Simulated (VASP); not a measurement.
# BP (relaxed from the layered h-BN type structure, space group P6_3/mmc): computed properties

Level of theory: PBEsol GGA, VASP's PBE PAW potentials (set 64) (plane waves; VASP).

```
Property                                                                                           Value
---------------------------------------------  ---------------------------------------------------------
space group                                                                               P6_3/mmc (194)
cell                                           a = b = 3.201 Å, c = 8.357 Å, α = β = 90.00°, γ = 120.00°
volume per atom                                                                           18.54 Å^3/atom
band gap (over mesh and band path)                                                               0.81 eV
smallest direct gap (over mesh and band path)                                                    0.84 eV
density                                                                                       1.87 g/cm³
```

```yaml
crystal:
  lattice:
    - [3.20113, 0.00000, 0.00000]
    - [-1.60056, 2.77226, 0.00000]
    - [0.00000, 0.00000, 8.35726]
  atoms:
    - { symbol: B, position: [0.33333, 0.66667, 0.25000] }
    - { symbol: B, position: [0.66667, 0.33333, 0.75000] }
    - { symbol: P, position: [0.66667, 0.33333, 0.25000] }
    - { symbol: P, position: [0.33333, 0.66667, 0.75000] }
```

Without a dispersion term in the relaxation, distances and binding between the weakly bound layers, chains or molecules are unreliable, and so is what depends on them.

The structure was generated: BP was put into the layered h-BN type type (P6_3/mmc), which need not be its known phase. It was relaxed first. Symmetry was kept, so distortions that lower it aren't found.
